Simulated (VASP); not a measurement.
VASP input:

POSCAR:
```
ZrC
1
    0.0000000000     2.3566833240     2.3566833240
    2.3566833240     0.0000000000     2.3566833240
    2.3566833240     2.3566833240     0.0000000000
Zr C
1 1
Direct
  0.0000000000   0.0000000000   0.0000000000
  0.5212162574   0.4787837426   0.4787837426
```

### KPOINTS
```
Automatic mesh
0
Gamma
12 12 12
0 0 0
```

### INCAR
```
ALGO = Normal
EDIFF = 1E-7
ENCUT = 600
ISIF = 2
ISMEAR = 1
LASPH = .TRUE.
LCHARG = .FALSE.
LMAXMIX = 4
LMIXTAU = .TRUE.
LREAL = .FALSE.
LWAVE = .FALSE.
METAGGA = R2SCAN
NELM = 100
PREC = Accurate
SIGMA = 0.1
SYSTEM = ZrC
```

POTCAR, in this order: Zr_sv C (PBE.64 set). Program: vasp_std.

Translate this r2SCAN calculation to Ansatz.

One equivalent input (not run):
Ansatz 0.2 input:
```yaml
crystal:
  lattice:
    - [0.0000000, 2.3566833, 2.3566833]
    - [2.3566833, 0.0000000, 2.3566833]
    - [2.3566833, 2.3566833, 0.0000000]
  atoms:
    - { symbol: Zr, position: [0.0000000, 0.0000000, 0.0000000] }
    - { symbol: C, position: [0.5212163, 0.4787837, 0.4787837] }
kpoints:
  mp_grid: { grid: [12, 12, 12] }
hamiltonian:
  xc: r2scan
  pseudopotentials: { kind: paw }
scf:
  occupations: { method: methfessel_paxton, width: 0.1 }
  max_iter: 100
output: { forces: true, stress: true, eigenvalues: true }
```
The two are equivalent in intent, not identical: each code has its own PAW files, so the cut-off isn't converted (ENCUT is set for VASP's; basis.ecutwfc is left out, and Ansatz then takes the one that its files recommend); Ansatz stops its SCF on the density residual and VASP on the energy change (EDIFF).

The compound is ZrC in the rock salt structure. This cell was strained or had an atom moved on purpose.
